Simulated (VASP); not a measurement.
# Band edges against the vacuum: GaN(110), part 2 of 3

Where do the bulk band edges lie against the vacuum outside GaN(110)? The cell is generated by rule, not measured, and may not be a known phase.

VASP 6.6.1, plane waves and PAW; the level of theory is named at each step.

So far, gap on the k-mesh (eV): step 3 (band edges of the bulk) 1.46.

## Step 4: Surface relaxation

This step: PBE; plane waves and PAW (Ga, N) (VASP 6.6.1).

System of this step: GaN(110). The cell holds 18 atoms: 9 Ga and 9 N. Cell: a = 3.244 Å, b = 4.588 Å, c = 28.977 Å, α = 90.0°, β = 90.0°, γ = 90.0°. It derives from GaN. 9 layers, cut at this functional's lattice. Vacuum lies along c.

All atoms relax at the fixed cell.

The input, INCAR:

```
SYSTEM = GaN
PREC = Normal
ENCUT = 440
EDIFF = 1E-05
NELM = 120
ISMEAR = 0
SIGMA = 0.03
LREAL = Auto
ALGO = Fast
GGA = PE
NBANDS = 54
LORBIT = 11
LWAVE = .FALSE.
LCHARG = .FALSE.
KPAR = 4
IBRION = 2
NSW = 60
ISIF = 2
EDIFFG = -0.03
POTIM = 0.4
MAXMIX = 40
IDIPOL = 3
LDIPOL = .TRUE.
DIPOL = 0.5 0.5 0.5
```

The input, POSCAR:

```
GaN
1.0
    3.2441885076      0.0000000000      0.0000000000
    0.0000000000      4.5879753864      0.0000000000
    0.0000000000      0.0000000000     28.9767540306
Ga N
9 9
Direct
    0.0000000000      0.0000000000      0.2760833700
    0.5000000000      0.5000000000      0.3320625300
    0.0000000000      0.0000000000      0.3880416900
    0.5000000000      0.5000000000      0.4440208400
    0.0000000000      0.0000000000      0.5000000000
    0.5000000000      0.5000000000      0.5559791600
    0.0000000000      0.0000000000      0.6119583100
    0.5000000000      0.5000000000      0.6679374700
    0.0000000000      0.0000000000      0.7239166300
    0.0000000000      0.7500000000      0.3320625300
    0.5000000000      0.2500000000      0.2760833700
    0.0000000000      0.7500000000      0.4440208400
    0.5000000000      0.2500000000      0.3880416900
    0.0000000000      0.7500000000      0.5559791600
    0.5000000000      0.2500000000      0.5000000000
    0.0000000000      0.7500000000      0.6679374700
    0.5000000000      0.2500000000      0.6119583100
    0.5000000000      0.2500000000      0.7239166300
```

The input, KPOINTS:

```
Automatic mesh
0
Gamma
7 5 1
0 0 0
```

PAW data sets: Ga and N (PBE family, release 64).

On the command line:

```sh
> mpirun -np 4 vasp_std
```

Output:

```text
[banner, memory and clock lines left out]
running    4 mpi-ranks, on    1 nodes
 distrk:  each k-point on    1 cores,    4 groups
 distr:  one band on    1 cores,    1 groups

 POSCAR found type information on POSCAR GaN
 POSCAR found :  2 types and      18 ions
 LDA part: xc-table for (Slater+PW92), standard interpolation
 POSCAR, INCAR and KPOINTS ok, starting setup
 FFT: planning ... GRIDC
 FFT: planning ... GRID_SOFT
 FFT: planning ... GRID
 WAVECAR not read
 entering main loop
       N       E                     dE             d eps       ncg     rms          rms(c)
DAV:   1     0.455348403282E+03    0.45535E+03   -0.26679E+04  1296   0.957E+02
DAV:   2    -0.473213420703E+02   -0.50267E+03   -0.47924E+03  1690   0.227E+02
DAV:   3    -0.122037781144E+03   -0.74716E+02   -0.73524E+02  1576   0.898E+01
DAV:   4    -0.125027850194E+03   -0.29901E+01   -0.29691E+01  1736   0.204E+01
DAV:   5    -0.125116579301E+03   -0.88729E-01   -0.88542E-01  1680   0.323E+00    0.267E+01
RMM:   6    -0.105275515617E+03    0.19841E+02   -0.62835E+01  1296   0.232E+01    0.101E+01
RMM:   7    -0.105523034459E+03   -0.24752E+00   -0.81441E+00  1298   0.967E+00    0.625E+00
RMM:   8    -0.105301128121E+03    0.22191E+00   -0.11345E+00  1303   0.317E+00    0.190E+00
RMM:   9    -0.105266119697E+03    0.35008E-01   -0.23717E-01  1318   0.156E+00    0.550E-01
RMM:  10    -0.105268275654E+03   -0.21560E-02   -0.11478E-01  1420   0.816E-01    0.311E-01
RMM:  11    -0.105271098848E+03   -0.28232E-02   -0.91941E-03  1311   0.366E-01    0.209E-01
RMM:  12    -0.105270353660E+03    0.74519E-03   -0.50867E-03  1312   0.228E-01    0.787E-02
RMM:  13    -0.105270628762E+03   -0.27510E-03   -0.29277E-03  1350   0.142E-01    0.373E-02
RMM:  14    -0.105271348793E+03   -0.72003E-03   -0.11146E-03  1326   0.864E-02    0.204E-02
RMM:  15    -0.105271765305E+03   -0.41651E-03   -0.35239E-04  1312   0.463E-02    0.149E-02
RMM:  16    -0.105271993639E+03   -0.22833E-03   -0.13469E-04  1171   0.296E-02    0.773E-03
RMM:  17    -0.105272111111E+03   -0.11747E-03   -0.49490E-05  1021   0.158E-02    0.349E-03
RMM:  18    -0.105272184992E+03   -0.73881E-04   -0.15360E-05   908   0.888E-03    0.287E-03
RMM:  19    -0.105272265891E+03   -0.80899E-04   -0.71911E-06   817   0.585E-03    0.156E-03
RMM:  20    -0.105272325274E+03   -0.59383E-04   -0.43375E-06   711   0.417E-03    0.795E-04
RMM:  21    -0.105272350234E+03   -0.24960E-04   -0.20118E-06   570   0.321E-03    0.471E-04
RMM:  22    -0.105272363012E+03   -0.12778E-04   -0.14879E-06   536   0.285E-03    0.165E-04
RMM:  23    -0.105272365682E+03   -0.26700E-05   -0.66097E-07   492   0.247E-03
   1 F= -.10527237E+03 E0= -.10527237E+03  d E =-.105272E+03
 curvature:   0.00 expect dE= 0.000E+00 dE for cont linesearch  0.000E+00
 trial: gam= 0.00000 g(F)=  0.877E+00 g(S)=  0.000E+00 ort = 0.000E+00 (trialstep = 0.100E+01)
 search vector abs. value=  0.877E+00
 bond charge predicted
       N       E                     dE             d eps       ncg     rms          rms(c)
DAV:   1    -0.105835696046E+03   -0.56333E+00   -0.40036E+01  1420   0.253E+01    0.161E+00
RMM:   2    -0.105872372819E+03   -0.36677E-01   -0.70423E-01  1296   0.309E+00    0.743E-01
RMM:   3    -0.105883995492E+03   -0.11623E-01   -0.95519E-02  1333   0.111E+00    0.424E-01
RMM:   4    -0.105883973572E+03    0.21920E-04   -0.23080E-02  1312   0.538E-01    0.938E-02
RMM:   5    -0.105884937517E+03   -0.96395E-03   -0.63448E-03  1383   0.264E-01    0.946E-02
RMM:   6    -0.105885270479E+03   -0.33296E-03   -0.13398E-03  1302   0.137E-01    0.205E-02
RMM:   7    -0.105885321379E+03   -0.50900E-04   -0.27220E-04  1402   0.590E-02    0.107E-02
RMM:   8    -0.105885358623E+03   -0.37244E-04   -0.65677E-05  1155   0.278E-02    0.623E-03
RMM:   9    -0.105885371686E+03   -0.13063E-04   -0.10853E-05   878   0.128E-02    0.341E-03
RMM:  10    -0.105885373851E+03   -0.21644E-05   -0.40679E-06   864   0.746E-03
   2 F= -.10588537E+03 E0= -.10588537E+03  d E =-.613008E+00
[... from here on, the cycles between the ionic steps are left out ...]
   3 F= -.10597678E+03 E0= -.10597678E+03  d E =-.704418E+00
   4 F= -.10609382E+03 E0= -.10609382E+03  d E =-.117032E+00
   5 F= -.10612475E+03 E0= -.10612475E+03  d E =-.147971E+00
   6 F= -.10614639E+03 E0= -.10614639E+03  d E =-.216399E-01
   7 F= -.10614660E+03 E0= -.10614660E+03  d E =-.218465E-01
   8 F= -.10615300E+03 E0= -.10615300E+03  d E =-.640085E-02
   9 F= -.10615306E+03 E0= -.10615306E+03  d E =-.645715E-02
  10 F= -.10615671E+03 E0= -.10615671E+03  d E =-.365623E-02
  11 F= -.10615705E+03 E0= -.10615705E+03  d E =-.399322E-02
  12 F= -.10615890E+03 E0= -.10615890E+03  d E =-.185010E-02
  13 F= -.10616059E+03 E0= -.10616059E+03  d E =-.354093E-02
  14 F= -.10616152E+03 E0= -.10616152E+03  d E =-.931776E-03
  15 F= -.10616267E+03 E0= -.10616267E+03  d E =-.208146E-02
  16 F= -.10616268E+03 E0= -.10616268E+03  d E =-.208835E-02
 curvature:  -3.06 expect dE=-0.181E-02 dE for cont linesearch -0.178E-05
 trial: gam= 0.05878 g(F)=  0.593E-03 g(S)=  0.000E+00 ort = 0.820E-04 (trialstep = 0.612E+00)
 search vector abs. value=  0.642E-03
 bond charge predicted
       N       E                     dE             d eps       ncg     rms          rms(c)
DAV:   1    -0.106162933035E+03   -0.25794E-03   -0.15482E-02  1452   0.533E-01    0.300E-02
RMM:   2    -0.106162918312E+03    0.14722E-04   -0.27631E-04  1296   0.654E-02    0.148E-02
RMM:   3    -0.106162950238E+03   -0.31926E-04   -0.39449E-05  1085   0.244E-02    0.184E-02
RMM:   4    -0.106162941399E+03    0.88397E-05   -0.10254E-05   883   0.106E-02
  17 F= -.10616294E+03 E0= -.10616294E+03  d E =-.260809E-03
 trial-energy change:   -0.000261  1 .order   -0.000260   -0.000366   -0.000155
 step:   1.0624(harm=  1.0624)  dis= 0.00164  next Energy=  -106.162998 (dE=-0.317E-03)
 reached required accuracy - stopping structural energy minimisation
```

The job ended after 4.5 min (4 MPI ranks of AMD EPYC 7R43, shared host; peak memory 1.3 GiB).

From OUTCAR (step 4):

```text
  LATTYP: Found a simple orthorhombic cell.
 ALAT       =     3.2441885076
 B/A-ratio  =     1.4142135624
 C/A-ratio  =     8.9318959002

 Subroutine GETGRP returns: Found  4 space group operations
 (whereof  4 operations were pure point group operations)

The static configuration has the point symmetry C_2v.

 Found     12 irreducible k-points:

   k-points           NKPTS =     12   k-points in BZ     NKDIM =     12   number of bands    NBANDS=     54

   dimension x,y,z NGX =    18 NGY =   24 NGZ =  150
   dimension x,y,z NGXF=    36 NGYF=   48 NGZF=  300

   ENCUT  =  440.0 eV  32.34 Ry    5.69 a.u.   5.55  7.85 49.56*2*pi/ulx,y,z

   NELECT =      72.0000    total number of electrons

 dipolmoment           0.000000      0.000000     -0.000000 electrons x Angstroem

 E-fermi :  -1.4000

 k-point     1 :       0.0000    0.0000    0.0000
  band No.  band energies     occupation
    ...
     32      -1.9893      2.00000
     33      -1.8305      2.00000
     34      -1.7604      2.00000
     35      -1.6726      2.00000
     36      -1.5721      2.00000
     37      -0.2336      0.00000
     38       0.3974      0.00000
     39       1.3930      0.00000
     40       1.8836      0.00000
     41       2.2392      0.00000
    ...

 k-point     2 :       0.1429    0.0000    0.0000
  band No.  band energies     occupation
    ...
     32      -2.5876      2.00000
     33      -2.3198      2.00000
     34      -2.2552      2.00000
     35      -1.7509      2.00000
     36      -1.6507      2.00000
     37       0.6982      0.00000
     38       1.0125      0.00000
     39       1.8039      0.00000
     40       2.4582      0.00000
     41       2.5310      0.00000
    ...

  Total        0.2358719     -1.0690873     -1.6386876      0.0000000      0.0000000      0.0000000
  in kB        0.8762136     -3.9714295     -6.0873722      0.0000000      0.0000000      0.0000000
  external PRESSURE =      -3.0608627 kB  Pullay stress =       0.0000000 kB

  energy-cutoff  :      440.00
  volume of cell :      431.30
      direct lattice vectors                 reciprocal lattice vectors
     3.244188508  0.000000000  0.000000000     0.308243494  0.000000000  0.000000000
     0.000000000  4.587975386  0.000000000     0.000000000  0.217961065  0.000000000
     0.000000000  0.000000000 28.976754031     0.000000000  0.000000000  0.034510422

 POSITION                                       TOTAL-FORCE (eV/Angst)
 -----------------------------------------------------------------------------------
      0.00000      0.19622      8.20298         0.000000      0.011162      0.017807
      1.62209      2.27462      9.56618        -0.000000     -0.017076      0.019806
      0.00000      4.56532     11.25455         0.000000     -0.006051     -0.008899
      1.62209      2.26423     12.85937         0.000000      0.009702     -0.002054
      0.00000      4.56433     14.48838         0.000000     -0.007110      0.000000
      1.62209      2.26423     16.11739         0.000000      0.009702      0.002054
      0.00000      4.56532     17.72220         0.000000     -0.006051      0.008899
      1.62209      2.27462     19.41057        -0.000000     -0.017076     -0.019806
      0.00000      0.19622     20.77377         0.000000      0.011162     -0.017807
      0.00000      3.40316      9.60584         0.000000     -0.005348      0.025586
      1.62209      1.13246      7.94664        -0.000000      0.004775     -0.013814
      3.24419      3.41287     12.86616         0.000000      0.008015     -0.005791
      1.62209      1.12704     11.23433         0.000000      0.000631     -0.006457
      0.00000      3.41287     16.11060         0.000000      0.008015      0.005791
      1.62209      1.12259     14.48838         0.000000     -0.004509      0.000000
      0.00000      3.40316     19.37092         0.000000     -0.005348     -0.025586
      1.62209      1.12704     17.74242         0.000000      0.000631      0.006457
      1.62209      1.13246     21.03012        -0.000000      0.004775      0.013814
 -----------------------------------------------------------------------------------
    total drift:                                0.000000     -0.093236     -0.000040

  FREE ENERGIE OF THE ION-ELECTRON SYSTEM (eV)
  ---------------------------------------------------
  free  energy   TOTEN  =      -106.1629413987 eV

  energy  without entropy=     -106.1629413987  energy(sigma->0) =     -106.16294140

 vacuum level on the upper side and lower side of the slab         3.959         3.959

 total charge
# of ion       s       p       d       tot
------------------------------------------
    1        1.073   1.265   0.321   2.659
    2        1.000   1.336   0.352   2.687
    3        1.000   1.327   0.342   2.670
    4        1.002   1.340   0.350   2.691
    5        1.001   1.337   0.349   2.687
    6        1.002   1.340   0.350   2.691
    7        1.000   1.327   0.342   2.670
    8        1.000   1.336   0.352   2.687
    9        1.073   1.265   0.321   2.659
   10        1.243   2.445   0.000   3.687
   11        1.261   2.383   0.000   3.644
   12        1.237   2.453   0.000   3.690
   13        1.239   2.443   0.000   3.682
   14        1.237   2.453   0.000   3.690
   15        1.237   2.452   0.000   3.689
   16        1.243   2.445   0.000   3.687
   17        1.239   2.443   0.000   3.682
   18        1.261   2.383   0.000   3.644
--------------------------------------------------
tot         20.347  33.773   3.080  57.200

[... 1 part as in an earlier step ...]

[... 7 further parts left out ...]
```

The run keeps the 4 symmetry operations of its start, so it cannot find a distortion of lower symmetry.

Relaxation path:

| step | energy less that of the first step (eV) | largest force (eV/Å) |
| --- | --- | --- |
| 1 | 0.0000 | 2.7296 |
| 2 | -0.6130 | 1.3340 |
| 3 | -0.7044 | 0.9051 |
| 4 | -0.8214 | 0.4797 |
| 5 | -0.8524 | 0.4287 |
| 6 | -0.8740 | 0.1843 |
| 7 | -0.8742 | 0.1904 |
| 8 | -0.8806 | 0.1175 |
| 9 | -0.8807 | 0.1211 |
| 10 | -0.8843 | 0.0591 |
| 11 | -0.8847 | 0.0862 |
| 12 | -0.8865 | 0.0637 |
| 13 | -0.8882 | 0.1124 |
| 14 | -0.8892 | 0.0908 |
| 15 | -0.8903 | 0.0424 |
| 16 | -0.8903 | 0.0415 |
| 17 | -0.8906 | 0.0262 |

The atoms that moved most (Å):

| atom | dx | dy | dz | length |
| --- | --- | --- | --- | --- |
| Ga1 | 0.000 | 0.196 | 0.203 | 0.282 |
| Ga9 | 0.000 | 0.196 | -0.203 | 0.282 |
| Ga2 | 0.000 | -0.019 | -0.056 | 0.059 |
| Ga8 | 0.000 | -0.019 | 0.056 | 0.059 |
| N18 | 0.000 | -0.015 | 0.053 | 0.055 |
| N11 | 0.000 | -0.015 | -0.053 | 0.055 |
| N16 | 0.000 | -0.038 | 0.016 | 0.041 |
| N10 | 0.000 | -0.038 | -0.016 | 0.041 |

The relaxed structure:

```xyz
18
Lattice="3.2442 0.0000 0.0000 0.0000 4.5880 0.0000 0.0000 0.0000 28.9768" Properties=species:S:1:pos:R:3
Ga    0.0000    0.1962    8.2030
Ga    1.6221    2.2746    9.5662
Ga    0.0000   -0.0227   11.2546
Ga    1.6221    2.2642   12.8594
Ga    0.0000   -0.0236   14.4884
Ga    1.6221    2.2642   16.1174
Ga    0.0000   -0.0227   17.7222
Ga    1.6221    2.2746   19.4106
Ga    0.0000    0.1962   20.7738
N     0.0000    3.4032    9.6058
N     1.6221    1.1325    7.9466
N     0.0000    3.4129   12.8662
N     1.6221    1.1270   11.2343
N     0.0000    3.4129   16.1106
N     1.6221    1.1226   14.4884
N     0.0000    3.4032   19.3709
N     1.6221    1.1270   17.7424
N     1.6221    1.1325   21.0301
```

Numbers from this step:

```yaml
electronic_cycles: 123
electrons: 72
free_energy_toten: -106.1629 eV
fermi_energy: -1.4 eV
dipole_moment: 0, 0, 0 e·Å
gap_on_the_k_mesh: 1.339 eV
least_direct_gap_on_the_k_mesh: 1.339 eV
```

The run ended after 17 ionic steps, 0.891 eV below its first step, once the forces on the free atoms met EDIFFG = -0.03.

(Part 2 of 3 ends here.)

[Lines on the potential files, build, host, timing and source positions are cut from VASP's logs without a mark.]

[Logs are printed without paths, hosts, clocks, repeated set-up lines and the standing remarks that a program may print on its own settings, such as how far it seeks lower states.]

[Hosts, paths, dates, database ids (printed as entryN), source tags and the programs' standing remarks are cut or masked in the printed files.]

[Runs that stopped without an error message from VASP are left out.]
